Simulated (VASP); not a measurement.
Data:

```
Al2Pt
1.0
    0.00000     2.92885     2.92885
    2.92885     0.00000     2.92885
    2.92885     2.92885     0.00000
Al Pt
2 1
Direct
  0.25000   0.25000   0.25000
  0.75000   0.75000   0.75000
  0.00000   0.00000   0.00000
```

Level of theory: LDA (Ceperley-Alder, Perdew-Zunger), VASP's LDA PAW potentials (set 64) (plane waves; VASP 6.6.1). Numerical set-up: 400 eV cut-off, Gaussian smearing of 0.050 eV, potentials Al Pt.

Unless said otherwise, spin-orbit coupling is left out, though it shifts the bands of the heavy elements here.

Estimate the band gap (along the path) with the smallest direct gap where there is one.

```
Item                                                          Value
-------------------------  ----------------------------------------
band gap (along the path)  none (metal, semimetal or under 0.01 eV)
```

Only differences to runs with the same potentials and settings are physical.

The compound is PtAl2 in the fluorite structure. It was relaxed first.
